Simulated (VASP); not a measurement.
**CsSb6I: single point with r2SCAN**

Crystal: CsSb6I.

```
CELL_PARAMETERS angstrom
6.37046 -0.11234 -0.07231
-0.83288 6.56475 0.06225
-0.77827 -0.77020 6.37857
ATOMIC_POSITIONS crystal
Sb 0.07296 0.80160 0.69722
Sb 0.71016 0.07403 0.81024
Sb 0.81641 0.71689 0.06971
Sb 0.91199 0.18766 0.30546
Sb 0.30816 0.91843 0.19621
Sb 0.18463 0.30818 0.92845
Cs 0.48918 0.48665 0.50288
I 0.00715 0.01077 0.99545
```

The cell was built by a generator and needn't be a form met in nature.

```json
{
  "Program": "VASP 6.6.1",
  "Task": "single point",
  "Functional": "r2SCAN",
  "Potentials or basis": "VASP PAW PBE potentials, release 64 (Sb, Cs_sv, I)",
  "Cutoff": "520 eV",
  "k mesh": "3 × 3 × 3, shifted",
  "Occupations": "fermi-dirac, width 0.1 eV",
  "Spin": "no spin polarisation",
  "Dipole correction": "no",
  "Further INCAR settings": "ALGO = Normal; EDIFF = 1e-06; NBANDS = 33"
}
```

The pressure is 31.2 GPa, the largest force is 15.420 eV/Å and the band gap on the k mesh is 0.04 eV, indirect (least direct gap 0.19 eV).

Forces on the atoms (eV/Å):
```
Sb    2.833  -4.406  -7.064
Sb  -12.489   4.179  -8.021
Sb   -5.583 -11.835   2.674
Sb   -3.068   3.253   6.415
Sb    7.379  -3.354   5.174
Sb    5.799  13.068  -2.416
Cs    0.096   0.122  -0.034
I     5.033  -1.028   3.273
```

Stress tensor (GPa, compression positive):
```
30.93  2.29  4.43
 2.29 36.98 -2.54
 4.43 -2.54 25.67
```

Levels at points of the mesh, in eV from the valence-band top:
```csv
k point,band 19,band 20,band 21,band 22,band 23,band 24,band 25,band 26,band 27,band 28
"(0.50, 0.00, 0.50)",-1.29,-1.06,-0.79,-0.34,-0.10,0.29,0.55,0.86,1.62,2.11
```

Run time: 4.6 min on 1 thread of Intel(R) Xeon(R) Platinum 8559C (Emerald Rapids), with other jobs on the host, peak memory 0.42 GiB.

Caveat: a pressure of tens of GPa on the cell as given is suspect, and the run, the potentials or the cell itself is likely at fault; the PAW data sets were made with another functional, which shifts forces and pressure a little; spin-orbit coupling is left out, which moves the levels of the heavy elements. r2SCAN opens gaps a little over a GGA but as a rule still falls short of measured ones.
